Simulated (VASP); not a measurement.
# HfTeSe5: relaxation of cell and atoms with PBE

HfTeSe5:

```
CELL_PARAMETERS angstrom
-2.35957 4.10820 4.84667
2.35957 -4.10820 4.84667
2.35957 4.10820 -4.84667
ATOMIC_POSITIONS crystal
Hf 0.50000 0.50000 0.00000
Te 0.00000 0.00000 0.00000
Se 0.79210 0.50000 0.29210
Se 0.20790 0.50000 0.70790
Se 0.25305 0.25305 0.00000
Se 0.74695 0.74695 0.00000
Se 0.50000 0.00000 0.50000
```

The cell was built by a generator and needn't be a form met in nature.

```
Program                : VASP 6.6.1
Task                   : relaxation of cell and atoms
Functional             : PBE
Potentials or basis    : VASP PAW PBE potentials, release 64 (Hf_pv, Te, Se)
Cutoff                 : 520 eV
k mesh                 : 4 × 4 × 4
Occupations            : gaussian, width 0.15 eV
Spin                   : no spin polarisation
Further INCAR settings : PREC = Normal; ALGO = Fast; EDIFF = 0.0001; IBRION = 2; EDIFFG = -0.08; NSW = 24; ISIF = 3
```

* Relaxed volume: 32.51 Å³/atom
* Relaxed cell: a = 7.256 Å, b = 7.256 Å, c = 7.256 Å, α = 139.61°, β = 107.22°, γ = 86.69°
* Space group after relaxing (to 0.05 Å): Immm (No. 71)
* Energy gained by relaxing: 314.6 meV/atom
* Ionic steps: 10
* Pressure after relaxing: 0.0 GPa
* Largest force after relaxing: 0.049 eV/Å
* Band gap on the k mesh: none (metal or under the smearing width)

Forces on the atoms (eV/Å):
```
Hf   0.000  0.000  0.000
Te   0.000  0.000  0.000
Se   0.000  0.035  0.000
Se   0.000 -0.035  0.000
Se   0.000  0.000 -0.049
Se   0.000  0.000  0.049
Se   0.000  0.000  0.000
```

Stress tensor (GPa, compression positive):
```
 0.19  0.00  0.00
 0.00 -0.06  0.00
 0.00  0.00 -0.11
```

Step by step:
```
step  energy change (eV)  largest force (eV/Å)  pressure (GPa)  volume (Å³)
   1              0.0000                2.9150           16.69       187.93
   2             -1.0990                0.5030           -5.87       274.41
   3             -2.1584                0.4176           -0.35       231.48
   4             -2.1589                0.4461           -0.11       230.55
   5             -2.1581                0.4776            0.08       229.64
   6             -2.1788                0.3026            0.10       229.37
   7             -2.1837                0.1876            0.11       229.16
   8             -2.1970                0.0852           -0.21       229.78
   9             -2.1989                0.0316           -0.36       230.10
  10             -2.2022                0.0488            0.01       227.57
```

Final structure:
```
CELL_PARAMETERS angstrom
-2.50461 4.30471 5.27680
2.50461 -4.30471 5.27680
2.50461 4.30471 -5.27680
ATOMIC_POSITIONS crystal
Hf 0.50000 0.50000 0.00000
Te 0.00000 0.00000 0.00000
Se 0.81052 0.50000 0.31052
Se 0.18948 0.50000 0.68948
Se 0.25404 0.25404 0.00000
Se 0.74596 0.74596 0.00000
Se 0.50000 0.00000 0.50000
```

Levels at points of the mesh, in eV from the Fermi level:
| k point | band 21 | band 22 | band 23 | band 24 | band 25 | band 26 |
| --- | --- | --- | --- | --- | --- | --- |
| (0.00, 0.00, 0.00) | -0.71 | 0.00 | 0.14 | 0.50 | 0.76 | 2.07 |
| (0.50, 0.00, 0.00) | -0.79 | -0.37 | -0.33 | 0.02 | 0.06 | 0.44 |
| (0.00, 0.50, 0.00) | -0.27 | -0.19 | -0.02 | 0.13 | 1.06 | 1.30 |
| (0.50, 0.50, 0.00) | -0.71 | -0.48 | 0.11 | 0.48 | 1.35 | 2.01 |
| (0.50, 0.50, 0.50) | -0.64 | -0.61 | -0.60 | -0.26 | 1.01 | 2.05 |

Wall time 7.4 min on 1 thread of AMD EPYC 7R13 Processor (Zen 3) (shared host), peak memory 0.29 GiB.

Caveat: the k mesh is coarse (spacing up to 0.38 Å⁻¹), so the values aren't converged; the volume moved by over 15 % at a fixed basis, so the end points are rough; the relaxation stopped at a loose force limit of 0.08 eV/Å, so its end isn't a converged minimum. The run has no spin-orbit coupling, so splittings on Hf, Te are missing.
